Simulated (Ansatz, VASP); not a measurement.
**Sr (Sr(100)): VASP beside Ansatz**

Aim: how closely do two programs agree when they are given the same cell, functional and k mesh? Other levels of theory on this material are compared in a session of their own.

Calculated with Ansatz 0.2.0; plane waves, with VASP 6.6.1 beside it; single point at r2SCAN.

## (1) The structure

The cell holds 7 atoms: 7 Sr. Its edges and angles: a = 4.299 Å, b = 4.299 Å, c = 36.240 Å, α = 90.0°, β = 90.0°, γ = 90.0°. Vacuum lies along c.

## (2) Ansatz: single point, r2SCAN

Ansatz runs on its default PAW (the set named soft_2) files.

A single point gives forces, pressure and levels at one fixed geometry, so differences don't come from the geometry; what else differs is listed under the comparison.

Contents of input.yaml:

```yaml
crystal:
  lattice:
    - [4.2992092296, 0.0, 0.0]
    - [0.0, 4.2992092296, 0.0]
    - [0.0, 0.0, 36.24]
  atoms:
    - { symbol: Sr, position: [0.0, 0.0, 0.2483443709] }
    - { symbol: Sr, position: [0.5, 0.5, 0.3322295806] }
    - { symbol: Sr, position: [0.0, 0.0, 0.4161147903] }
    - { symbol: Sr, position: [0.5, 0.5, 0.5] }
    - { symbol: Sr, position: [0.0, 0.0, 0.5838852097] }
    - { symbol: Sr, position: [0.5, 0.5, 0.6677704194] }
    - { symbol: Sr, position: [0.0, 0.0, 0.7516556291] }
hamiltonian:
  xc: r2scan
  pseudopotentials: { kind: paw }
kpoints:
  mp_grid: { grid: [6, 6, 1] }
scf:
  occupations: { method: methfessel_paxton, width: 0.1 }
  n_extra_bands: 5
efield:
  axis: 3
  dipole_correction: true
  ramp_width: 0.04
output:
  forces: true
  eigenvalues: true
```

Started as:

```
> ansatz run input.yaml --threads 4 --pin off --max-ram 9216MiB --backend cpu --events-out ev --progress --plain --runs-dir out
```

Numbers of over 12 decimals in the logs are rounded to 6 here.

What it wrote:

```text
scf.n_extra_bands = 5 over 35 filled bands (N_el = 70.0): the run solves 40 bands
Engine: ansatz 0.2.0, aarch64-unknown-linux-gnu
Pseudopotentials: kind: paw
Pseudopotential: Sr, paw, valence charge 10, recommended cutoff 500 eV (meta_gga), Sr.paw.azcp
Functional definition: r2SCAN
  parameter k0 = 0.174
  parameter k1 = 0.065
  parameter a1 = 4.9479
  exchange = r2scan_x(k0 = k0, k1 = k1, a1 = a1)
  correlation = r2scan_c
Crystal: 7 atoms, lattice volume = 669.831 Å³
Basis set: ecut = 500 eV, 16989 PW (Γ), exchange–correlation on 128×128×1080 points (64 copies of the dense FFT grid, shifted against one another)
Bands: 40, of which v1, the nominal top of the filled ones, is band 35 counted from 1 (34 counted from 0)
Symmetry: 8 space group operations
k-points: 10 of 36
Non-local potential: Sr, projectors of the file, l = 0: 3, l = 1: 2, l = 2: 2
PAW form: soft (Blöchl's): semilocal exchange-correlation on the pseudo side does not see the compensation charge
PAW frozen core: Sr, regenerated for the run's functional (the file was generated under x = pbe(κ = 0.804, μ = 0.219515), c = pbe(β = 0.066725))
PAW one-centre angular grid: Sr, 302 points (default); XC on 160 Gauss nodes
Initial density: superposition of atomic densities (neutral atoms: chi_scale 0, normalization atom), corrected by the library's trained network
Initial wavefunctions: pseudopotential atomic-orbital guess
Functional: x = r2scan, c = r2scan; τ floored in thin density (d = 2e-4 eV/Å³)
SCF iter   1: F=—  HF=-24884.826241 eV  |F-HF|=—  |Δ(HF+E_count)|=         —  Δρ=3.44e-3  dr2=4.21e0  dr2_τ=1.43e-2  ethr=1.77e-3  p=0.000 e·Å  D=2.53e-14 V/Å  ΔV_dip=-0.00 eV  dr2_dipole=7.97e-6  V_vac-E_F(+/−)=2.18/2.18 eV  ⟨swp⟩=16.3  Hψ=2634  notcnv=0
efield: sawtooth ramp at fractional position 0.9800 (placed from the atoms, in the widest stretch of the axis that holds none; the zero of the levels goes with the place), width 0.0400; the density the first Hamiltonian is built on has a dipole p = 0.000 e·Å; the dipole correction subtracts the counter field D = 2.53e-14 V/Å, which shifts the + side's vacuum level by -0.00 eV against the − side's; the planar-averaged density in the ramp window peaks in size at 5.7e-7 e/Å³
preconditioner: auto → LDOS  [metal: Δε(μ)=0.011 eV  Ē_g=1.707 eV  σ=0.100 eV  W_gap=0.09  n_scr=72 (ndim 8)  ℏωp=5.4 eV  f_vac=0.365  D(μ)=15.90/eV (n_scr^D=94)  β→1.0]
SCF iter   2: F=—  HF=-24884.845598 eV  |F-HF|=—  |Δ(HF+E_count)|=   1.94e-2  S|Δr|=    0.00e0  Δρ=1.60e-3  dr2=5.05e-1  dr2_τ=1.60e-3  ethr=1.77e-3  p=0.000 e·Å  D=8.73e-6 V/Å  ΔV_dip=-0.00 eV  dr2_dipole=7.21e-6  V_vac-E_F(+/−)=2.43/2.43 eV  ⟨swp⟩=3.0  Hψ=537  notcnv=0
SCF iter   3: F=—  HF=-24884.896258 eV  |F-HF|=—  |Δ(HF+E_count)|=   5.07e-2  S|Δr|=    0.00e0  Δρ=8.43e-4  dr2=7.82e-2  dr2_τ=6.79e-4  ethr=7.22e-4  p=-0.000 e·Å  D=-3.73e-5 V/Å  ΔV_dip=0.00 eV  dr2_dipole=5.51e-6  V_vac-E_F(+/−)=2.44/2.44 eV  ⟨swp⟩=2.9  Hψ=492  notcnv=0
SCF iter   4: F=—  HF=-24884.895228 eV  |F-HF|=—  |Δ(HF+E_count)|=   1.03e-3  S|Δr|=    0.00e0  Δρ=3.03e-4  dr2=2.94e-3  dr2_τ=2.14e-5  ethr=1.12e-4  p=-0.000 e·Å  D=-1.25e-5 V/Å  ΔV_dip=0.00 eV  dr2_dipole=1.06e-6  V_vac-E_F(+/−)=2.50/2.50 eV  ⟨swp⟩=1.5  Hψ=423  notcnv=0
SCF iter   5: F=—  HF=-24884.896568 eV  |F-HF|=—  |Δ(HF+E_count)|=   1.34e-3  S|Δr|=    0.00e0  Δρ=1.29e-4  dr2=2.58e-4  dr2_τ=1.96e-5  ethr=4.19e-6  p=-0.000 e·Å  D=-1.08e-5 V/Å  ΔV_dip=0.00 eV  dr2_dipole=8.57e-8  V_vac-E_F(+/−)=2.51/2.51 eV  ⟨swp⟩=2.5  Hψ=703  notcnv=0
SCF iter   6: F=—  HF=-24884.896668 eV  |F-HF|=—  |Δ(HF+E_count)|=   1.00e-4  S|Δr|=    0.00e0  Δρ=5.03e-5  dr2=4.30e-5  dr2_τ=1.07e-6  ethr=3.69e-7  p=-0.000 e·Å  D=-3.54e-6 V/Å  ΔV_dip=0.00 eV  dr2_dipole=9.45e-8  V_vac-E_F(+/−)=2.51/2.51 eV  ⟨swp⟩=2.6  Hψ=700  notcnv=0
SCF iter   7: F=—  HF=-24884.896902 eV  |F-HF|=—  |Δ(HF+E_count)|=   2.35e-4  S|Δr|=    0.00e0  Δρ=1.69e-5  dr2=8.87e-6  dr2_τ=1.40e-7  ethr=6.14e-8  p=-0.000 e·Å  D=-1.62e-6 V/Å  ΔV_dip=0.00 eV  dr2_dipole=3.19e-9  V_vac-E_F(+/−)=2.51/2.51 eV  ⟨swp⟩=2.2  Hψ=695  notcnv=0
SCF iter   8: F=—  HF=-24884.896903 eV  |F-HF|=—  |Δ(HF+E_count)|=   1.07e-6  S|Δr|=    0.00e0  Δρ=5.86e-6  dr2=1.07e-6  dr2_τ=8.78e-9  ethr=1.27e-8  p=-0.000 e·Å  D=-5.31e-7 V/Å  ΔV_dip=0.00 eV  dr2_dipole=2.49e-10  V_vac-E_F(+/−)=2.51/2.51 eV  ⟨swp⟩=2.1  Hψ=458  notcnv=0
SCF iter   9: F=-24884.896904 eV  HF=-24884.896904 eV  |F-HF|=1.10e-8  |Δ(HF+E_count)|=   1.85e-7  S|Δr|=    0.00e0  Δρ=1.46e-6  dr2=4.22e-8  dr2_τ=1.21e-9  ethr=1.43e-10  p=-0.000 e·Å  D=-3.51e-7 V/Å  ΔV_dip=0.00 eV  dr2_dipole=1.08e-10  V_vac-E_F(+/−)=2.51/2.51 eV  ⟨swp⟩=13.2  Hψ=2462  notcnv=0
SCF 1 converged in 9 iterations: F = -24884.896904 eV  dr2 = 4.22e-8
  greatest PAW one-centre occupation: 0.989 electrons in one spin orbital (limit 2), on the Sr atom at site 6 (counted from 0), in its partial waves of l = 0
SCF converged after 9 iterations
Stability not checked: this state was not tested for a lower state beside it, because cold or Methfessel-Paxton smearing, or corrected tetrahedra, fill the levels in a way that the test cannot read (fill_not_monotonic; see scf.lower_state_search)
Free energy (F): -24884.896904 eV
Harris-Foulkes:  -24884.896904 eV  (|F-HF|=1.10e-8)
Internal energy: -24884.889812 eV  (E = F + TS)
E sigma→0 (E₀):  -24884.895131 eV
Entropy (-TS):   -0.007091 eV (-1.013 meV/atom)
Fermi energy:    1.952238 eV
Dipole field:    D = -0.000008 V/Å  (p = -0.000030 e·Å, saw-weighted, corrected)
Work function:   Φ+ = 2.5059 eV   Φ− = 2.5056 eV
Levels:          The Fermi level and band energies are counted from a zero that moves with the ramp; work functions are not
--- Per-component energies (eV) ---
  E_band       = -1233.248830
  E_kinetic    = 1689.938010
  E_local      = -30641.075638  (includes V_loc(G=0)·N_el)
  E_nonlocal   = 1414.851874
  E_hartree    = 13873.131625
  E_xc         = -1125.753687
  E_vxc        = -1216.750372  (∫ρ·V_xc dr)
  E_paw        = -19010.031131  (= ΣΔE_a)
  E_vpaw       = -291.869540  (= ΣTr[D̂ρ^β])
  E_aug_tail   = -0.000004  (compensation charges beyond the density's cutoff)
  E_vtau       = 65.367420  (kinetic-family band-sum trace: ∫τ·v_τ [+ j·A + Jᵃ·Aᵃ] dr)
  E_efield     = 0.000000  (sawtooth field / dipole correction)
  E_vefield    = 0.000000  (∫n·V_field dr)
  E_ewald      = 8915.071394
  E_core_change = -1.022256  (= ΣΔE_core)
  E_smearing   = -0.007091  (= −TS)
  E_closure    = 0.000000  (closes the sum)
  Σ components = -24884.896904   (vs F -24884.896904, Δ=0.00e0)
--- Forces (eV/Å), atoms counted from 1 ---
  atom   1  Sr     0.00000000     0.00000000     0.03664722
  atom   2  Sr     0.00000000     0.00000000    -0.04980532
  atom   3  Sr    -0.00000000     0.00000000     0.01915451
  atom   4  Sr     0.00000000     0.00000000     0.00000114
  atom   5  Sr    -0.00000000     0.00000000    -0.01915382
  atom   6  Sr    -0.00000000     0.00000000     0.04980099
  atom   7  Sr     0.00000000     0.00000000    -0.03664825
  max |Σ_I F_I| component: 3.54e-6 eV/Å
--- Band table (eV; the first three rows and the last of 10) ---
  k-point 0: bands = [... 31 lower, -0.6068, 0.0138, 0.6446, 1.1540, 2.4032, 2.4185, 2.5000, 2.6041, ... 1 higher]
  k-point 1: bands = [... 31 lower, -0.3401, 0.2686, 0.8936, 1.4058, 2.4208, 2.4809, 2.5572, 2.5772, ... 1 higher]
  k-point 2: bands = [... 31 lower, 0.3515, 0.8912, 1.4615, 1.7908, 1.9480, 2.0238, 2.1686, 2.4523, ... 1 higher]
  k-point 9: bands = [... 31 lower, 1.6336, 1.8818, 1.9054, 2.0486, 2.4508, 2.4508, 2.4591, 2.4591, ... 1 higher]
```

Elapsed: 12 s, on 4 threads of Arm Neoverse V2, shared host; peak memory 1.8 GiB; 46 s of CPU time.

In the SCF lines HF is the Harris–Foulkes energy and dr2 the Hartree energy of the density residual, in eV; the loop may stop once dr2 is under the threshold and the program's other checks hold. Hψ counts applications of the Hamiltonian.

## (3) VASP: single point, r2SCAN

The same cell, functional, mesh and smearing now go to VASP, with its own data sets and cutoff.

Lines of VASP's logs that name or quote its potential files are left out, and so is its time.

Contents of INCAR:

```
SYSTEM = Sr
PREC = Normal
ENCUT = 350
EDIFF = 1E-06
NELM = 120
ISMEAR = 1
SIGMA = 0.1
LREAL = .FALSE.
ALGO = Normal
METAGGA = R2SCAN
LASPH = .TRUE.
NBANDS = 43
LORBIT = 11
LWAVE = .FALSE.
LCHARG = .FALSE.
KPAR = 4
IDIPOL = 3
LDIPOL = .TRUE.
DIPOL = 0.5 0.5 0.5
LVHAR = .TRUE.
LVACPOTAV = .TRUE.
```

Contents of POSCAR:

```
Sr
1.0
    4.2992092296      0.0000000000      0.0000000000
    0.0000000000      4.2992092296      0.0000000000
    0.0000000000      0.0000000000     36.2400000000
Sr
7
Direct
    0.0000000000      0.0000000000      0.2483443709
    0.5000000000      0.5000000000      0.3322295806
    0.0000000000      0.0000000000      0.4161147903
    0.5000000000      0.5000000000      0.5000000000
    0.0000000000      0.0000000000      0.5838852097
    0.5000000000      0.5000000000      0.6677704194
    0.0000000000      0.0000000000      0.7516556291
```

Contents of KPOINTS:

```
Automatic mesh
0
Gamma
6 6 1
0 0 0
```

PAW data sets: Sr_sv (PBE family, release 64).

Started as:

```
> mpirun -np 4 vasp_std
```

What it wrote:

```text
[banner, memory and clock lines left out]
running    4 mpi-ranks, on    1 nodes
 distrk:  each k-point on    1 cores,    4 groups
 distr:  one band on    1 cores,    1 groups

 POSCAR found type information on POSCAR Sr
 POSCAR found :  1 types and       7 ions
|                                                                             |
|               ----> ADVICE to this user running VASP <----                  |
|                                                                             |
|     You enforced a specific xc type in the INCAR file but a different       |
|     [... a line on the potential file left out ...]
|     I HOPE YOU KNOW WHAT YOU ARE DOING!                                     |
|                                                                             |

 LDA part: xc-table for (None), standard interpolation
 POSCAR, INCAR and KPOINTS ok, starting setup
 FFT: planning ... GRIDC
 FFT: planning ... GRID_SOFT
 FFT: planning ... GRID
 WAVECAR not read
 entering main loop
       N       E                     dE             d eps       ncg     rms          rms(c)
DAV:   1     0.256005978339E+03    0.25601E+03   -0.28342E+04  1180   0.964E+02
DAV:   2    -0.811245531362E+02   -0.33713E+03   -0.33198E+03   973   0.265E+02
DAV:   3    -0.122882266972E+03   -0.41758E+02   -0.41424E+02  1253   0.536E+01
DAV:   4    -0.131042952206E+03   -0.81607E+01   -0.81031E+01  1501   0.229E+01
DAV:   5    -0.131595363728E+03   -0.55241E+00   -0.55190E+00  1335   0.509E+00    0.206E+01
DAV:   6    -0.105727957325E+03    0.25867E+02   -0.42602E+01  1253   0.153E+01    0.237E+01
DAV:   7    -0.104619032673E+03    0.11089E+01   -0.13712E+01  1128   0.576E+00    0.179E+01
DAV:   8    -0.105055156733E+03   -0.43612E+00   -0.76206E+00  1125   0.448E+00    0.126E+01
DAV:   9    -0.104771550142E+03    0.28361E+00   -0.42864E+00  1040   0.406E+00    0.289E+00
DAV:  10    -0.104761178197E+03    0.10372E-01   -0.51367E-01  1079   0.186E+00    0.963E-01
DAV:  11    -0.104767718539E+03   -0.65403E-02   -0.40728E-02  1280   0.583E-01    0.601E-01
DAV:  12    -0.104769588599E+03   -0.18701E-02   -0.19560E-02  1138   0.265E-01    0.397E-01
DAV:  13    -0.104769975128E+03   -0.38653E-03   -0.10874E-02  1064   0.239E-01    0.137E-01
DAV:  14    -0.104770952403E+03   -0.97727E-03   -0.13830E-03  1082   0.100E-01    0.534E-02
[...]
DAV:  21    -0.104772637152E+03   -0.27117E-04   -0.13189E-05   727   0.105E-02    0.648E-03
DAV:  22    -0.104772647366E+03   -0.10214E-04   -0.40325E-06   677   0.723E-03    0.199E-03
DAV:  23    -0.104772651781E+03   -0.44147E-05   -0.22550E-06   666   0.653E-03    0.974E-04
DAV:  24    -0.104772654943E+03   -0.31618E-05   -0.50698E-07   632   0.375E-03    0.740E-04
DAV:  25    -0.104772661089E+03   -0.61463E-05   -0.84338E-07   602   0.422E-03    0.959E-04
DAV:  26    -0.104772662703E+03   -0.16139E-05   -0.27487E-07   586   0.230E-03    0.545E-04
DAV:  27    -0.104772665100E+03   -0.23973E-05   -0.21284E-07   578   0.215E-03    0.177E-04
DAV:  28    -0.104772665655E+03   -0.55488E-06   -0.15972E-07   578   0.213E-03
|                                                                             |
|           W    W    AA    RRRRR   N    N  II  N    N   GGGG   !!!           |
|           W    W   A  A   R    R  NN   N  II  NN   N  G    G  !!!           |
|           W    W  A    A  R    R  N N  N  II  N N  N  G       !!!           |
|           W WW W  AAAAAA  RRRRR   N  N N  II  N  N N  G  GGG   !            |
|           WW  WW  A    A  R   R   N   NN  II  N   NN  G    G                |
|           W    W  A    A  R    R  N    N  II  N    N   GGGG   !!!           |
|                                                                             |
|     Did not find any points to average over, which means that no vacuum     |
|     field-free region was found. Please increase the size of  your cell     |
|     in the dimension of the dipole correction to obtain accurate            |
|     workfunction values.                                                    |
|                                                                             |

   1 F= -.10477267E+03 E0= -.10477031E+03  d E =-.705648E-02
```

Parts of OUTCAR (step 3):

```text
ion  position               nearest neighbor table
   1  0.000  0.000  0.248-   2 4.30   2 4.30   2 4.30   2 4.30
   2  0.500  0.500  0.332-   1 4.30   3 4.30   1 4.30   3 4.30   1 4.30   3 4.30   1 4.30   3 4.30

  LATTYP: Found a simple tetragonal cell.
 ALAT       =     4.2992092296
 C/A-ratio  =     8.4294571547

 Subroutine GETGRP returns: Found 16 space group operations
 (whereof 16 operations were pure point group operations)

The static configuration has the point symmetry D_4h.

 Found     10 irreducible k-points:

   k-points           NKPTS =     10   k-points in BZ     NKDIM =     10   number of bands    NBANDS=     43

   dimension x,y,z NGX =    20 NGY =   20 NGZ =  168
   dimension x,y,z NGXF=    40 NGYF=   40 NGZF=  336

   ENCUT  =  350.0 eV  25.72 Ry    5.07 a.u.   6.56  6.56 55.28*2*pi/ulx,y,z

   NELECT =      70.0000    total number of electrons

 k-points in reciprocal lattice and weights: Automatic mesh
   0.00000000  0.00000000  0.00000000       0.028
   0.16666667  0.00000000  0.00000000       0.111
   0.33333333  0.00000000  0.00000000       0.111
   0.50000000  0.00000000  0.00000000       0.056
   0.16666667  0.16666667  0.00000000       0.111
   0.33333333  0.16666667  0.00000000       0.222
   0.50000000  0.16666667  0.00000000       0.111
   0.33333333  0.33333333  0.00000000       0.111
   0.50000000  0.33333333  0.00000000       0.111
   0.50000000  0.50000000  0.00000000       0.028

 dipolmoment           0.000000      0.000000     -0.000000 electrons x Angstroem

 average (electrostatic) potential at core
       1 -47.8477       2 -47.2363       3 -47.2498       4 -47.2390       5 -47.2498
       6 -47.2363       7 -47.8477

 E-fermi :  -0.0467

 k-point     1 :       0.0000    0.0000    0.0000
  band No.  band energies     occupation
    ...
     31      -3.1384      2.00000
     32      -2.5984      2.00000
     33      -1.9789      2.00000
     34      -1.3505      2.00000
     35      -0.8450      2.00000
     36       0.4032     -0.00000
     37       0.4167     -0.00000
     38       0.4898     -0.00000
     39       0.5940     -0.00000
     40       0.8235     -0.00000
    ...

 k-point     2 :       0.1667    0.0000    0.0000
  band No.  band energies     occupation
    ...
     31      -2.8576      2.00000
     32      -2.3319      2.00000
     33      -1.7243      2.00000
     34      -1.1016      2.00000
     35      -0.5933      2.00000
     36       0.4159     -0.00000
     37       0.4794     -0.00000
     38       0.5531     -0.00000
     39       0.5729     -0.00000
     40       0.7394     -0.00000
    ...

 k-point     3 :       0.3333    0.0000    0.0000
  band No.  band energies     occupation
    ...
     32      -1.6414      2.00000
     33      -1.1029      2.00000
     34      -0.5350      2.00000
     35      -0.2067      2.04611
     36      -0.0494      1.04484
     37       0.0243      0.07310
     38       0.1712     -0.00861
     39       0.4535     -0.00000
     40       0.6542     -0.00000
     41       0.7648     -0.00000
    ...

  Total       -0.3673108     -0.3673108     -0.1655434      0.0000000      0.0000000      0.0000000
  in kB       -0.8785752     -0.8785752     -0.3959653      0.0000000      0.0000000      0.0000000
  external PRESSURE =      -0.7177052 kB  Pullay stress =       0.0000000 kB

  energy-cutoff  :      350.00
  volume of cell :      669.83
      direct lattice vectors                 reciprocal lattice vectors
     4.299209230  0.000000000  0.000000000     0.232600915  0.000000000  0.000000000
     0.000000000  4.299209230  0.000000000     0.000000000  0.232600915  0.000000000
     0.000000000  0.000000000 36.240000000     0.000000000  0.000000000  0.027593819

 POSITION                                       TOTAL-FORCE (eV/Angst)
 -----------------------------------------------------------------------------------
      0.00000      0.00000      9.00000        -0.000000      0.000000      0.031966
      2.14960      2.14960     12.04000        -0.000000     -0.000000     -0.050410
      0.00000      0.00000     15.08000         0.000000      0.000000      0.018783
      2.14960      2.14960     18.12000        -0.000000      0.000000      0.000000
      0.00000      0.00000     21.16000         0.000000      0.000000     -0.018783
      2.14960      2.14960     24.20000        -0.000000      0.000000      0.050410
      0.00000      0.00000     27.24000        -0.000000      0.000000     -0.031966
 -----------------------------------------------------------------------------------
    total drift:                                0.000000      0.000000      0.000000

  FREE ENERGIE OF THE ION-ELECTRON SYSTEM (eV)
  ---------------------------------------------------
  free  energy   TOTEN  =      -104.7726656549 eV

  energy  without entropy=     -104.7656091707  energy(sigma->0) =     -104.77031349

 vacuum level on the upper side and lower side of the slab         2.455         2.455

 total charge
# of ion       s       p       d       tot
------------------------------------------
    1        2.059   5.792   0.095   7.947
    2        2.052   5.806   0.118   7.975
    3        2.052   5.807   0.116   7.975
    4        2.052   5.806   0.118   7.975
    5        2.052   5.807   0.116   7.975
    6        2.052   5.806   0.118   7.975
    7        2.059   5.792   0.095   7.947
--------------------------------------------------
tot         14.377  40.617   0.775  55.769

[... 3 further parts left out ...]
```

## (4) Comparison

Known differences besides the potentials themselves: VASP keeps PBE cores, Ansatz makes them for the functional; the cutoff is 500 eV in Ansatz and 350 eV in VASP (PREC = Normal). Total energies have different zeros and are not compared.

Compared:

```tsv
quantity	Ansatz	VASP	difference
work function, lower of the two faces (eV)	2.51	2.50	0.00
work function, higher of the two faces (eV)	2.51	2.50	0.00
```

At this near-relaxed geometry the largest component of a force difference is 5 meV/Å. VASP's log warns that it found no field-free region in the vacuum, so its work functions are uncertain.

## (5) What came out

```
difference in work function, higher of the two faces (single point, r2SCAN) : 0.0042 eV
```

The difference in work function, higher of the two faces is 0.0042 eV (single point, r2SCAN). 3 further runs of this series are not shown here. Such differences can come from data sets, numerical settings and the points named under the comparisons, not from the functional's error against experiment.

[Lines on the potential files, build, host, timing and source positions are cut from VASP's logs without a mark.]

[Logs are printed without paths, hosts, clocks, repeated set-up lines and the standing remarks that a program may print on its own settings, such as how far it seeks lower states.]

[Hosts, paths, dates, database ids (printed as entryN), source tags and the programs' standing remarks are cut or masked in the printed files.]
